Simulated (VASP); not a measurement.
Given:

```
HfC
1.0
    0.00000     2.30258     2.30258
    2.30258     0.00000     2.30258
    2.30258     2.30258     0.00000
Hf C
1 1
Direct
  0.00000   0.00000   0.00000
  0.50000   0.50000   0.50000
```

These are PBEsol GGA, VASP's PBE PAW potentials (set 64) (plane waves; VASP) values and carry that method's errors. Numerical set-up: 520 eV cut-off, 15×15×15 Γ-centred mesh, tetrahedra with Blöchl corrections, potentials Hf_pv C.

Unless said otherwise, spin-orbit coupling is left out, though it shifts the bands of the heavy elements here.

Problem. Predict the energy per atom (σ→0), band gap (on the k-mesh) with the smallest direct gap where there is one.

Solution. 
```
Item                                                        Result
------------------------  ----------------------------------------
band gap (on the k-mesh)  none (metal, semimetal or under 0.01 eV)
energy per atom (σ→0)                              -11.098 eV/atom
```

The structure was generated: HfC was put into the rock salt type (Fm-3m), which need not be its known phase. It was relaxed first, which changed the volume by -39 %.
